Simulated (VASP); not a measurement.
Computed with RPBE GGA, VASP's PBE PAW potentials (set 64) (plane waves; VASP).

VASP ran on this input.

**INCAR**
```
# general
SYSTEM  = HfN
PREC    = Accurate
ENCUT   = 520
LREAL   = .FALSE.
LASPH   = .TRUE.

# electronic loop
EDIFF   = 1E-6
NELM    = 100
ALGO    = Normal
LMAXMIX = 6

# smearing
ISMEAR  = 1
SIGMA   = 0.1

# functional
GGA     = RP

# ions
IBRION  = 2
NSW     = 60
ISIF    = 3
EDIFFG  = -0.01

# output
LWAVE   = .FALSE.
LCHARG  = .FALSE.
```

### KPOINTS
```
Automatic mesh
0
Gamma
  12 12 12
0 0 0
```

**POSCAR**
```
HfN
1
    0.0000000000     2.2801572841     2.2801572841
    2.2801572841    -0.0000000000     2.2801572841
    2.2801572841     2.2801572841     0.0000000000
Hf N
1 1
Direct
  0.0000000000   0.0000000000   0.0000000000
  0.5000000000   0.5000000000   0.5000000000
```

POTCAR, in this order: Hf_pv N (PBE.64 set). Program: vasp_std.

Output

OUTCAR:
```
 ion  position               nearest neighbor table
   1  0.000  0.000  0.000-   2 2.28   2 2.28   2 2.28   2 2.28   2 2.28   2 2.28
   2  0.500  0.500  0.500-   1 2.28   1 2.28   1 2.28   1 2.28   1 2.28   1 2.28
  LATTYP: Found a face centered cubic cell.
 ALAT       =     4.5603145682
 Subroutine PRICEL returns:
 Original cell was already a primitive cell.
 Subroutine GETGRP returns: Found 48 space group operations
The static configuration has the point symmetry O_h .
The dynamic configuration has the point symmetry O_h .
 Subroutine INISYM returns: Found 48 space group operations
 Subroutine IBZKPT returns following result:
 Found     72 irreducible k-points:

 Following reciprocal coordinates:
            Coordinates               Weight
  0.000000  0.000000  0.000000      1.000000
  0.083333  0.000000  0.000000      8.000000
  0.166667  0.000000  0.000000      8.000000
  0.250000  0.000000  0.000000      8.000000
  0.333333  0.000000  0.000000      8.000000
  0.416667  0.000000  0.000000      8.000000
  0.500000  0.000000  0.000000      4.000000
  0.083333  0.083333  0.000000      6.000000
  0.166667  0.083333  0.000000     24.000000
  0.250000  0.083333  0.000000     24.000000
  0.333333  0.083333  0.000000     24.000000
  0.416667  0.083333  0.000000     24.000000
  0.500000  0.083333  0.000000     24.000000
 -0.416667  0.083333  0.000000     24.000000
 -0.333333  0.083333  0.000000     24.000000
 -0.250000  0.083333  0.000000     24.000000
 -0.166667  0.083333  0.000000     24.000000
 -0.083333  0.083333  0.000000     12.000000
  0.166667  0.166667  0.000000      6.000000
  0.250000  0.166667  0.000000     24.000000
  0.333333  0.166667  0.000000     24.000000
  0.416667  0.166667  0.000000     24.000000
  0.500000  0.166667  0.000000     24.000000
 -0.416667  0.166667  0.000000     24.000000
...
```

OSZICAR:
```
       N       E                     dE             d eps       ncg     rms          rms(c)
DAV:   1     0.398543643542E+02    0.39854E+02   -0.83747E+03  1592   0.129E+03
DAV:   2    -0.213295079964E+02   -0.61184E+02   -0.57355E+02  2026   0.253E+02
DAV:   3    -0.237252053156E+02   -0.23957E+01   -0.23648E+01  2067   0.434E+01
DAV:   4    -0.237517183601E+02   -0.26513E-01   -0.26326E-01  1959   0.414E+00
DAV:   5    -0.237521748024E+02   -0.45644E-03   -0.45611E-03  2035   0.392E-01    0.464E+01
DAV:   6    -0.208604017079E+02    0.28918E+01   -0.15465E+01  1836   0.277E+01    0.391E+01
DAV:   7    -0.208023144685E+02    0.58087E-01   -0.65139E-01  1785   0.751E+00    0.256E+01
DAV:   8    -0.207935996704E+02    0.87148E-02   -0.14538E-01  1834   0.361E+00    0.623E+00
DAV:   9    -0.207821861147E+02    0.11414E-01   -0.63696E-02  1865   0.176E+00    0.146E+00
DAV:  10    -0.207818571300E+02    0.32898E-03   -0.22520E-03  1846   0.448E-01    0.295E-01
DAV:  11    -0.207818692084E+02   -0.12078E-04   -0.22093E-04  1987   0.133E-01    0.599E-02
DAV:  12    -0.207818651531E+02    0.40554E-05   -0.19298E-05  1929   0.395E-02    0.334E-02
DAV:  13    -0.207818648030E+02    0.35010E-06   -0.73790E-07  1035   0.947E-03
   1 F= -.20781865E+02 E0= -.20782009E+02  d E =-.207819E+02
       N       E                     dE             d eps       ncg     rms          rms(c)
DAV:   1    -0.207819693989E+02   -0.10425E-03   -0.32344E-03  1617   0.578E-01    0.177E-01
DAV:   2    -0.207818808528E+02    0.88546E-04   -0.15179E-04  1662   0.115E-01    0.806E-02
DAV:   3    -0.207818551332E+02    0.25720E-04   -0.54228E-05  1772   0.706E-02    0.523E-02
DAV:   4    -0.207818545709E+02    0.56227E-06   -0.35424E-06  1923   0.187E-02
   2 F= -.20781855E+02 E0= -.20781999E+02  d E =0.102320E-04
       N       E                     dE             d eps       ncg     rms          rms(c)
DAV:   1    -0.207819205231E+02   -0.65390E-04   -0.13182E-03  1617   0.368E-01    0.112E-01
DAV:   2    -0.207818833293E+02    0.37194E-04   -0.63373E-05  1650   0.742E-02    0.506E-02
DAV:   3    -0.207818726922E+02    0.10637E-04   -0.21525E-05  1760   0.445E-02    0.330E-02
DAV:   4    -0.207818719545E+02    0.73766E-06   -0.13985E-06  1265   0.122E-02
   3 F= -.20781872E+02 E0= -.20782016E+02  d E =-.715156E-05
```

**OUTCAR**
```
------------------------ aborting loop because EDIFF is reached ----------------------------------------
  FORCE on cell =-STRESS in cart. coord.  units (eV):
  Direction    XX          YY          ZZ          XY          YZ          ZX
  --------------------------------------------------------------------------------------
  Total        0.0002969      0.0002969      0.0002969      0.0000000      0.0000000      0.0000000
  in kB        0.0200716      0.0200716      0.0200716      0.0000000      0.0000000      0.0000000
  external PRESSURE =       0.0200716 kB  Pullay stress =       0.0000000 kB
  volume of cell :       23.70
      direct lattice vectors                 reciprocal lattice vectors
     0.000000000  2.279745258  2.279745258    -0.219322750  0.219322750  0.219322750
     2.279745258  0.000000000  2.279745258     0.219322750 -0.219322750  0.219322750
     2.279745258  2.279745258  0.000000000     0.219322750  0.219322750 -0.219322750
 POSITION                                       TOTAL-FORCE (eV/Angst)
 -----------------------------------------------------------------------------------
      0.00000      0.00000      0.00000        -0.000000     -0.000000     -0.000000
      2.27975      2.27975      2.27975         0.000000      0.000000      0.000000
 -----------------------------------------------------------------------------------
    total drift:                                0.000000     -0.000000     -0.000000
  FREE ENERGIE OF THE ION-ELECTRON SYSTEM (eV)
  ---------------------------------------------------
  free  energy   TOTEN  =       -20.7818719545 eV

  energy  without entropy=      -20.7823054749  energy(sigma->0) =      -20.78201646

 reached required accuracy - stopping structural energy minimisation
```
(Selected blocks of OUTCAR.)

**CONTCAR**
```
HfN
   1.00000000000000
     0.0000000000000000    2.2797452575138943    2.2797452575138943
     2.2797452575138943    0.0000000000000000    2.2797452575138943
     2.2797452575138943    2.2797452575138943    0.0000000000000000
  Hf              N
     1     1
Direct
     0.0000000000000000    0.0000000000000000    0.0000000000000000
     0.5000000000000000    0.5000000000000000    0.5000000000000000
```

The compound is HfN in the rock salt structure. This run relaxes it. Symmetry was kept, so distortions that lower it aren't found. The start is the result of an earlier pass. The electron count is odd and the run is not spin-polarised, which forces a metal.
